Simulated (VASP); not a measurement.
Output of a VASP run:

**OSZICAR**
```
       N       E                     dE             d eps       ncg     rms          rms(c)
DAV:   1     0.121529572956E+03    0.12153E+03   -0.11045E+04   420   0.104E+03
DAV:   2    -0.263920943871E+02   -0.14792E+03   -0.14077E+03   587   0.189E+02
DAV:   3    -0.366823306522E+02   -0.10290E+02   -0.10204E+02   547   0.558E+01
DAV:   4    -0.368743236366E+02   -0.19199E+00   -0.19127E+00   547   0.867E+00
DAV:   5    -0.368795871779E+02   -0.52635E-02   -0.52617E-02   522   0.119E+00    0.722E+00
DAV:   6    -0.364785514969E+02    0.40104E+00   -0.24487E-01   505   0.233E+00    0.447E+00
DAV:   7    -0.363162483989E+02    0.16230E+00   -0.41690E-01   468   0.305E+00    0.447E-01
DAV:   8    -0.363166643193E+02   -0.41592E-03   -0.13191E-02   520   0.660E-01    0.133E-01
DAV:   9    -0.363170227716E+02   -0.35845E-03   -0.12900E-03   485   0.193E-01    0.531E-02
DAV:  10    -0.363170356441E+02   -0.12872E-04   -0.24636E-05   536   0.327E-02    0.459E-02
DAV:  11    -0.363170578136E+02   -0.22170E-04   -0.68644E-05   500   0.416E-02    0.146E-02
DAV:  12    -0.363170595329E+02   -0.17193E-05   -0.85102E-06   520   0.159E-02    0.142E-02
DAV:  13    -0.363170592308E+02    0.30209E-06   -0.15951E-06   381   0.605E-03
   1 F= -.36317059E+02 E0= -.36317059E+02  d E =-.363171E+02
```

OUTCAR:
```
------------------------ aborting loop because EDIFF is reached ----------------------------------------
  FORCE on cell =-STRESS in cart. coord.  units (eV):
  Direction    XX          YY          ZZ          XY          YZ          ZX
  --------------------------------------------------------------------------------------
  Total        0.1448909      0.1448909      0.1448909     -0.0000000     -0.0000000     -0.0000000
  in kB        1.5997192      1.5997192      1.5997192     -0.0000000     -0.0000000     -0.0000000
  external PRESSURE =       1.5997192 kB  Pullay stress =       0.0000000 kB
  volume of cell :      145.11
      direct lattice vectors                 reciprocal lattice vectors
     5.254959284  0.000000000  0.000000000     0.190296432  0.000000000  0.000000000
     0.000000000  5.254959284  0.000000000     0.000000000  0.190296432  0.000000000
     0.000000000  0.000000000  5.254959284     0.000000000  0.000000000  0.190296432
 POSITION                                       TOTAL-FORCE (eV/Angst)
 -----------------------------------------------------------------------------------
      5.20128      5.20128      5.20128         0.001800      0.001800      0.001800
      2.68115      2.68115      5.20128        -0.001800     -0.001800      0.001800
      2.68115      5.20128      2.68115        -0.001800      0.001800     -0.001800
      5.20128      2.68115      2.68115         0.001800     -0.001800     -0.001800
      1.31374      1.31374      1.31374        -0.000000     -0.000000     -0.000000
      3.94122      3.94122      1.31374         0.000000     -0.000000     -0.000000
      3.94122      1.31374      3.94122        -0.000000      0.000000     -0.000000
      1.31374      3.94122      3.94122         0.000000      0.000000     -0.000000
 -----------------------------------------------------------------------------------
    total drift:                               -0.000000     -0.000000      0.000000
  FREE ENERGIE OF THE ION-ELECTRON SYSTEM (eV)
  ---------------------------------------------------
  free  energy   TOTEN  =       -36.3170592308 eV

  energy  without entropy=      -36.3170592308  energy(sigma->0) =      -36.31705923

 reached required accuracy - stopping structural energy minimisation
```
(Selected blocks of OUTCAR.)

POSCAR:
```
Be4Se3Te
1
    5.2549592843    -0.0000000000    -0.0000000000
   -0.0000000000     5.2549592843     0.0000000000
   -0.0000000000    -0.0000000000     5.2549592843
Be Te Se
4 1 3
Direct
  0.9897859385   0.9897859385   0.9897859385
  0.5102140615   0.5102140615   0.9897859385
  0.5102140615   0.9897859385   0.5102140615
  0.9897859385   0.5102140615   0.5102140615
  0.2500000000   0.2500000000   0.2500000000
  0.7500000000   0.7500000000   0.2500000000
  0.7500000000   0.2500000000   0.7500000000
  0.2500000000   0.7500000000   0.7500000000
```

Problem. Write an INCAR and KPOINTS that could have produced this output.

Solution. One answer among several that fit: the input of the run itself, PBEsol GGA, plane waves, VASP's PBE PAW potentials (set 64).

**INCAR**
```
! general
SYSTEM   =  Be4Se3Te
PREC     =  Accurate
ENCUT    =  400   ! plane-wave cut-off (eV)
LREAL    =  F   ! projection in real space or not
LASPH    =  T   ! aspherical one-centre terms

! electronic loop
EDIFF    =  1E-6
NELM     =  100   ! most electronic steps
ALGO     =  Normal   ! blocked Davidson
LMAXMIX  =  4   ! l cut-off of mixed one-centre charges

! smearing
ISMEAR   =  0   ! Gaussian
SIGMA    =  0.05   ! width (eV)

! functional
GGA      =  PS   ! PBEsol

! ions
IBRION   =  2
NSW      =  60   ! most ionic steps
ISIF     =  3
EDIFFG   =  -0.02   ! ionic stop

! output
LWAVE    =  F
LCHARG   =  F
```

File KPOINTS:
```
K-points
0
gamma
 4 4 4
```

POTCAR, in this order: Be Te Se (PBE.64 set). Program: vasp_std.

The structure was generated: Be4Se3Te was put into an ordered model structure (P-43m), which need not be its known phase. It was relaxed first. The start is the result of an earlier pass.
